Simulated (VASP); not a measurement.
Here is the system:

```
CELL_PARAMETERS angstrom
      1.68156    -2.91255     0.00000
      1.68156     2.91255     0.00000
      0.00000     0.00000    14.39092
ATOMIC_POSITIONS crystal
  W  0.33333 0.66667 0.25000
  W  0.66667 0.33333 0.75000
  Se 0.33333 0.66667 0.86798
  Se 0.66667 0.33333 0.36798
  Se 0.66667 0.33333 0.13202
  Se 0.33333 0.66667 0.63202
```

Calculation: PW91 GGA, VASP's PBE PAW potentials (set 64) (plane waves; VASP). Numerical set-up: 520 eV cut-off, 8×8×2 Γ-centred mesh, Gaussian smearing of 0.050 eV, potentials W_sv Se.

Without a dispersion term in the relaxation, distances and binding between the weakly bound layers, chains or molecules are unreliable, and so is what depends on them.

The ions and cell shape at fixed volume are relaxed. What does this cell relax into?

```
CELL_PARAMETERS angstrom
      1.66504    -2.88394     0.00000
      1.66504     2.88394     0.00000
      0.00000     0.00000    14.67786
ATOMIC_POSITIONS crystal
  W  0.33333 0.66667 0.25000
  W  0.66667 0.33333 0.75000
  Se 0.33333 0.66667 0.86449
  Se 0.66667 0.33333 0.36449
  Se 0.66667 0.33333 0.13551
  Se 0.33333 0.66667 0.63551
```
Space group P6_3/mmc (194), at a tolerance of 0.03 Å.

How much energy does the relaxation gain?

The energy (σ→0) changes by -7.6 meV/atom, in 8 ionic steps.

The compound is WSe2 in the 2H layered structure. This cell is one point of a volume scan, at 1.03 of the reference volume. Symmetry was kept, so distortions that lower it aren't found.
